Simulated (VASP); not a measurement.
These are PBE GGA with spin-orbit coupling, VASP's PBE PAW potentials (set 64) (plane waves; VASP) values and carry that method's errors.

A VASP calculation is set up with these files.

File POSCAR:
```
TcGe2
4.3938580
  0.0000000000   0.7071068296   0.7071068296
  0.7071068296   0.0000000000   0.7071068296
  0.7071068296   0.7071068296   0.0000000000
Tc Ge
1 2
direct
  0.0000000000   0.0000000000   0.0000000000
  0.2500000000   0.2500000000   0.2500000000
  0.7500000000   0.7500000000   0.7500000000
```

File KPOINTS:
```
Automatic mesh
0
Gamma
5 5 5
0 0 0
```

### INCAR
```
ISMEAR  =  -1   ! Fermi-Dirac
LWAVE  =  .FALSE.
LSORBIT  =  .TRUE.
NELM  =  100
ALGO  =  Normal   ! blocked Davidson
LMAXMIX  =  4   ! l cut-off of mixed one-centre charges
EDIFF  =  1E-6   ! SCF stop (eV)
PREC  =  Accurate
ENCUT  =  300
GGA  =  PE   ! PBE
GGA_COMPAT  =  .FALSE.
LORBIT  =  11   ! lm-projected
LREAL  =  .FALSE.   ! projection in real space or not
LASPH  =  .TRUE.   ! aspherical one-centre terms
MAGMOM  =  0.0 0.0 0.0 0.0 0.0 0.0 0.0 0.0 0.0
SYSTEM  =  TcGe2
LNONCOLLINEAR  =  .TRUE.
LCHARG  =  .FALSE.
SIGMA  =  0.136   ! width (eV)
ISIF  =  2   ! forces and stress, cell fixed
```

POTCAR, in this order: Tc_pv Ge_d (PBE.64 set). Program: vasp_ncl.

The resulting files:

File OSZICAR:
```
       N       E                     dE             d eps       ncg     rms          rms(c)
DAV:   1     0.446643436449E+03    0.44664E+03   -0.15081E+04  1256   0.317E+03
DAV:   2     0.497506687978E+02   -0.39689E+03   -0.38756E+03   960   0.843E+02
DAV:   3    -0.153446306890E+02   -0.65095E+02   -0.63258E+02  1136   0.211E+02
DAV:   4    -0.189117947365E+02   -0.35672E+01   -0.35269E+01  1136   0.566E+01
DAV:   5    -0.189892968262E+02   -0.77502E-01   -0.77474E-01  1072   0.862E+00    0.115E+01
DAV:   6    -0.188773088327E+02    0.11199E+00   -0.26264E+00  1096   0.931E+00    0.371E+00
DAV:   7    -0.187083634745E+02    0.16895E+00   -0.96615E-01  1088   0.658E+00    0.422E+00
DAV:   8    -0.186790771648E+02    0.29286E-01   -0.17077E-01  1008   0.344E+00    0.344E-01
DAV:   9    -0.186778769012E+02    0.12003E-02   -0.15577E-02  1240   0.145E+00    0.174E-01
DAV:  10    -0.186782663884E+02   -0.38949E-03   -0.18534E-03  1048   0.468E-01    0.837E-02
DAV:  11    -0.186783393921E+02   -0.73004E-04   -0.33415E-04  1216   0.216E-01    0.506E-02
DAV:  12    -0.186783643065E+02   -0.24914E-04   -0.15314E-04  1200   0.678E-02    0.140E-02
DAV:  13    -0.186783640620E+02    0.24454E-06   -0.10499E-05  1144   0.322E-02    0.450E-03
DAV:  14    -0.186783646457E+02   -0.58377E-06   -0.43607E-06   784   0.925E-03
   1 F= -.18678365E+02 E0= -.18594053E+02  d E =-.168624E+00  mag=    -0.0000    -0.0000    -0.0000
```

### OUTCAR
```
------------------------ aborting loop because EDIFF is reached ----------------------------------------
  FORCE on cell =-STRESS in cart. coord.  units (eV):
  Direction    XX          YY          ZZ          XY          YZ          ZX
  --------------------------------------------------------------------------------------
  Total       -4.5514730     -4.5514730     -4.5514730     -0.0000000      0.0000000     -0.0000000
  in kB     -121.5736381   -121.5736381   -121.5736381     -0.0000000      0.0000000     -0.0000000
  external PRESSURE =    -121.5736381 kB  Pullay stress =       0.0000000 kB
  volume of cell :       59.98
      direct lattice vectors                 reciprocal lattice vectors
     0.000000000  3.106927000  3.106927000    -0.160930720  0.160930720  0.160930720
     3.106927000  0.000000000  3.106927000     0.160930720 -0.160930720  0.160930720
     3.106927000  3.106927000  0.000000000     0.160930720  0.160930720 -0.160930720
 POSITION                                       TOTAL-FORCE (eV/Angst)
 -----------------------------------------------------------------------------------
      0.00000      0.00000      0.00000        -0.000000      0.000000      0.000000
      1.55346      1.55346      1.55346         0.000000     -0.000000      0.000000
      4.66039      4.66039      4.66039        -0.000000      0.000000     -0.000000
 -----------------------------------------------------------------------------------
    total drift:                                0.000000      0.000000      0.000000
  FREE ENERGIE OF THE ION-ELECTRON SYSTEM (eV)
  ---------------------------------------------------
  free  energy   TOTEN  =       -18.6783646457 eV

  energy  without entropy=      -18.5097403599  energy(sigma->0) =      -18.59405250

 total charge

# of ion       s       p       d       tot
------------------------------------------
    1        0.381   6.257   5.243  11.881
    2        1.161   1.016  10.039  12.215
    3        1.161   1.016  10.039  12.215
--------------------------------------------------
tot          2.703   8.288  25.321  36.312

 magnetization (x)

# of ion       s       p       d       tot
------------------------------------------
    1        0.000   0.000   0.000   0.000
    2        0.000   0.000   0.000   0.000
    3       -0.000   0.000   0.000  -0.000
--------------------------------------------------
tot          0.000   0.000   0.000   0.000

 magnetization (y)

# of ion       s       p       d       tot
------------------------------------------
    1        0.000   0.000  -0.000   0.000
    2        0.000   0.000   0.000   0.000
    3        0.000   0.000   0.000   0.000
--------------------------------------------------
tot          0.000   0.000  -0.000   0.000

 magnetization (z)

# of ion       s       p       d       tot
------------------------------------------
    1        0.000  -0.000   0.000   0.000
    2        0.000   0.000  -0.000  -0.000
    3        0.000   0.000  -0.000  -0.000
--------------------------------------------------
tot          0.000  -0.000  -0.000  -0.000

 Ion:    1  E_soc:     -0.2106844

 Ion:    2  E_soc:     -0.0191945

 Ion:    3  E_soc:     -0.0191945
```
(Selected blocks of OUTCAR.)

At this cut-off the stress carries a Pulay error, which pulls relaxed volumes low.

The structure was generated: TcGe2 was put into an ordered model structure, which need not be its known phase. The cell was not relaxed at this level. The k-mesh is coarse (spacing up to 0.35 per Å, 2π included), so the numbers may not be converged in it. The run is one of a series of settings (GGA_COMPAT = .FALSE., LNONCOLLINEAR = .TRUE., LSORBIT = .TRUE., MAGMOM = 0.0 0.0 0.0 0.0 0.0 0.0 0.0 0.0 0.0, program vasp_ncl against the base run), some of them coarse on purpose.
